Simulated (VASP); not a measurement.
```xyz
2
Lattice="3.0751 0.0000 0.0000 0.0000 3.0751 0.0000 0.0000 0.0000 3.0751" Properties=species:S:1:pos:R:3 pbc="T T T"
Zn     1.5376     1.5376     1.5376
Au     0.0000     0.0000     0.0000
```

These are PBE GGA with D3 dispersion (Becke-Johnson damping), VASP's PBE PAW potentials (set 64) (plane waves; VASP) values and carry that method's errors. Numerical set-up: 520 eV cut-off, 12×12×12 Γ-centred mesh, first-order Methfessel-Paxton smearing of 0.10 eV, potentials Zn Au.

Unless said otherwise, spin-orbit coupling is left out, though it shifts the bands of the heavy elements here.

### Question
Estimate the energy per atom (σ→0), pressure, band gap (on the k-mesh) with the smallest direct gap where there is one.

### Answer

```json
{
 "band gap (on the k-mesh)": "none (metal, semimetal or under 0.01 eV)",
 "energy per atom (σ→0)": "-2885 meV/atom",
 "pressure": "10.17 GPa"
}
```

The absolute energy has meaning only against runs of the same code, potentials and settings.

The compound is AuZn in the CsCl type structure. This cell is one point of a volume scan, at 0.94 of the reference volume. The electron count is odd and the run is not spin-polarised, which forces a metal.
